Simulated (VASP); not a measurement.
These are TPSS meta-GGA, VASP's PBE PAW potentials (set 64) (plane waves; VASP) values and carry that method's errors.

VASP ran on this input.

File POSCAR:
```
CoGa
5.7540850
  0.5000000109   0.0000000000   0.0000000000
  0.0000000000   0.5000000109   0.0000000000
  0.0000000000   0.0000000000   0.5000000109
Ga Co
1 1
Cart
  0.2500000055   0.2500000055   0.2500000055
  0.0000000000   0.0000000000   0.0000000000
```

File KPOINTS:
```
Automatic mesh
0
Gamma
  13 13 13
```

**INCAR**
```
! general
SYSTEM   =  CoGa
PREC     =  Accurate
ENCUT    =  520   ! plane-wave cut-off (eV)
LREAL    =  .False.
LASPH    =  .True.   ! aspherical one-centre terms

! electronic loop
EDIFF    =  1E-7   ! SCF stop (eV)
NELM     =  100   ! most electronic steps
ALGO     =  Normal   ! blocked Davidson
LMAXMIX  =  4   ! l cut-off of mixed one-centre charges
LMIXTAU  =  .True.

! smearing
ISMEAR   =  1   ! Methfessel-Paxton
SIGMA    =  0.1

! functional
METAGGA  =  TPSS

! ions
ISIF     =  2   ! forces and stress, cell fixed

! output
LWAVE    =  .False.
LCHARG   =  .False.
```

POTCAR, in this order: Ga_d Co (PBE.64 set). Program: vasp_std.

The resulting files:

OUTCAR:
```
 ion  position               nearest neighbor table
   1  0.500  0.500  0.500-   2 2.49   2 2.49   2 2.49   2 2.49   2 2.49   2 2.49   2 2.49   2 2.49
  LATTYP: Found a simple cubic cell.
 ALAT       =     2.8770425629
 Subroutine PRICEL returns:
 Original cell was already a primitive cell.
 Subroutine GETGRP returns: Found 48 space group operations
The static configuration has the point symmetry O_h .
The dynamic configuration has the point symmetry O_h .
 Subroutine INISYM returns: Found 48 space group operations
 Subroutine IBZKPT returns following result:
 Found     84 irreducible k-points:

 Following reciprocal coordinates:
            Coordinates               Weight
  0.000000  0.000000  0.000000      1.000000
  0.076923  0.000000  0.000000      6.000000
  0.153846  0.000000  0.000000      6.000000
  0.230769  0.000000  0.000000      6.000000
  0.307692  0.000000  0.000000      6.000000
  0.384615  0.000000  0.000000      6.000000
  0.461538  0.000000  0.000000      6.000000
  0.076923  0.076923  0.000000     12.000000
  0.153846  0.076923  0.000000     24.000000
  0.230769  0.076923  0.000000     24.000000
  0.307692  0.076923  0.000000     24.000000
  0.384615  0.076923  0.000000     24.000000
  0.461538  0.076923  0.000000     24.000000
  0.153846  0.153846  0.000000     12.000000
  0.230769  0.153846  0.000000     24.000000
  0.307692  0.153846  0.000000     24.000000
  0.384615  0.153846  0.000000     24.000000
  0.461538  0.153846  0.000000     24.000000
  0.230769  0.230769  0.000000     12.000000
  0.307692  0.230769  0.000000     24.000000
  0.384615  0.230769  0.000000     24.000000
  0.461538  0.230769  0.000000     24.000000
  0.307692  0.307692  0.000000     12.000000
  0.384615  0.307692  0.000000     24.000000
  0.461538  0.307692  0.000000     24.000000
  0.384615  0.384615  0.000000     12.000000
  0.461538  0.384615  0.000000     24.000000
  0.461538  0.461538  0.000000     12.000000
  0.076923  0.076923  0.076923      8.000000
  0.153846  0.076923  0.076923     24.000000
  0.230769  0.076923  0.076923     24.000000
  0.307692  0.076923  0.076923     24.000000
  0.384615  0.076923  0.076923     24.000000
  0.461538  0.076923  0.076923     24.000000
  0.153846  0.153846  0.076923     24.000000
  0.230769  0.153846  0.076923     48.000000
  0.307692  0.153846  0.076923     48.000000
  0.384615  0.153846  0.076923     48.000000
  0.461538  0.153846  0.076923     48.000000
  0.230769  0.230769  0.076923     24.000000
   k-points           NKPTS =     84   k-points in BZ     NKDIM =     84   number of bands    NBANDS=     15
   number of dos      NEDOS =    301   number of ions     NIONS =      2
   total plane-waves  NPLWV =  13824
   dimension x,y,z NGX =    24 NGY =   24 NGZ =   24
   dimension x,y,z NGXF=    48 NGYF=   48 NGZF=   48
   ions per type =               1   1
   PREC   = accura    normal or accurate (medium, high low for compatibility)
   ISTART =      0    job   : 0-new  1-cont  2-samecut
   ICHARG =      2    charge: 1-file 2-atom 10-const
   ISPIN  =      1    spin polarized calculation?
   LNONCOLLINEAR =      F non collinear calculations
   LSORBIT =      F    spin-orbit coupling
   INIWAV =      1    electr: 0-lowe 1-rand  2-diag
   ENCUT  =  520.0 eV  38.22 Ry    6.18 a.u.   5.35  5.35  5.35*2*pi/ulx,y,z
   NELM   =    100;   NELMIN=  2; NELMDL= -5     # of ELM steps
   EDIFF  = 0.1E-06   stopping-criterion for ELM
   LREAL  =      F    real-space projection
   NLSPLINE    = F    spline interpolate recip. space projectors
   LMAXMIX     =    4 max onsite mixed and CHGCAR
   VOSKOWN=      0    Vosko Wilk Nusair interpolation
...
```

File OSZICAR:
```
       N       E                     dE             d eps       ncg     rms          rms(c)
DAV:   1     0.130624688593E+03    0.13062E+03   -0.14610E+04  2615   0.368E+03
DAV:   2     0.213813419459E+01   -0.12849E+03   -0.12539E+03  2695   0.509E+02
DAV:   3    -0.910764794041E+01   -0.11246E+02   -0.11184E+02  3360   0.154E+02
DAV:   4    -0.936419310008E+01   -0.25655E+00   -0.25647E+00  3432   0.263E+01
DAV:   5    -0.937875286119E+01   -0.14560E-01   -0.14559E-01  4264   0.500E+00    0.550E+00
DAV:   6    -0.284738349760E+02   -0.19095E+02   -0.48128E+01  2620   0.730E+01    0.130E+01
DAV:   7    -0.277728422234E+02    0.70099E+00   -0.98245E-01  2985   0.137E+01    0.104E+01
DAV:   8    -0.265960693232E+02    0.11768E+01   -0.23886E+00  2899   0.208E+01    0.472E+00
DAV:   9    -0.266660728212E+02   -0.70003E-01   -0.58255E+00  2656   0.399E+01    0.491E+00
DAV:  10    -0.263503079135E+02    0.31576E+00   -0.69637E-01  2788   0.155E+01    0.206E+00
DAV:  11    -0.263030377266E+02    0.47270E-01   -0.14726E-01  3238   0.547E+00    0.705E-01
DAV:  12    -0.262974473048E+02    0.55904E-02   -0.19266E-02  3585   0.190E+00    0.308E-01
DAV:  13    -0.262972714811E+02    0.17582E-03   -0.16918E-03  3032   0.670E-01    0.243E-01
DAV:  14    -0.262975650875E+02   -0.29361E-03   -0.15732E-03  3257   0.633E-01    0.106E-01
DAV:  15    -0.262974138517E+02    0.15124E-03   -0.68038E-04  3354   0.366E-01    0.228E-02
DAV:  16    -0.262974372072E+02   -0.23355E-04   -0.20713E-05  2702   0.487E-02    0.102E-02
DAV:  17    -0.262974376990E+02   -0.49185E-06   -0.56619E-06  3451   0.347E-02    0.318E-03
DAV:  18    -0.262974382488E+02   -0.54972E-06   -0.88375E-07  3205   0.132E-02    0.181E-03
DAV:  19    -0.262974384014E+02   -0.15262E-06   -0.31638E-07  2295   0.805E-03    0.135E-04
DAV:  20    -0.262974384417E+02   -0.40322E-07   -0.17410E-08  1386   0.229E-03
   1 F= -.26297438E+02 E0= -.26297829E+02  d E =0.117235E-02
```

**OUTCAR**
```
------------------------ aborting loop because EDIFF is reached ----------------------------------------
  FORCE on cell =-STRESS in cart. coord.  units (eV):
  Direction    XX          YY          ZZ          XY          YZ          ZX
  --------------------------------------------------------------------------------------
  Total       -0.8111897     -0.8111897     -0.8111897     -0.0000000     -0.0000000     -0.0000000
  in kB      -54.5750494    -54.5750494    -54.5750494     -0.0000000     -0.0000000     -0.0000000
  external PRESSURE =     -54.5750494 kB  Pullay stress =       0.0000000 kB
  volume of cell :       23.81
      direct lattice vectors                 reciprocal lattice vectors
     2.877042563  0.000000000  0.000000000     0.347579147  0.000000000  0.000000000
     0.000000000  2.877042563  0.000000000     0.000000000  0.347579147  0.000000000
     0.000000000  0.000000000  2.877042563     0.000000000  0.000000000  0.347579147
 POSITION                                       TOTAL-FORCE (eV/Angst)
 -----------------------------------------------------------------------------------
      1.43852      1.43852      1.43852         0.000000      0.000000      0.000000
      0.00000      0.00000      0.00000         0.000000      0.000000      0.000000
 -----------------------------------------------------------------------------------
    total drift:                                0.000000      0.000000     -0.000000
  FREE ENERGIE OF THE ION-ELECTRON SYSTEM (eV)
  ---------------------------------------------------
  free  energy   TOTEN  =       -26.2974384417 eV

  energy  without entropy=      -26.2986107901  energy(sigma->0) =      -26.29782922
```
(Selected blocks of OUTCAR.)

The compound is CoGa in the CsCl type structure. This cell is one point of a volume scan, at 1.03 of the reference volume. The run is not spin-polarised, so no magnetic state was tried.
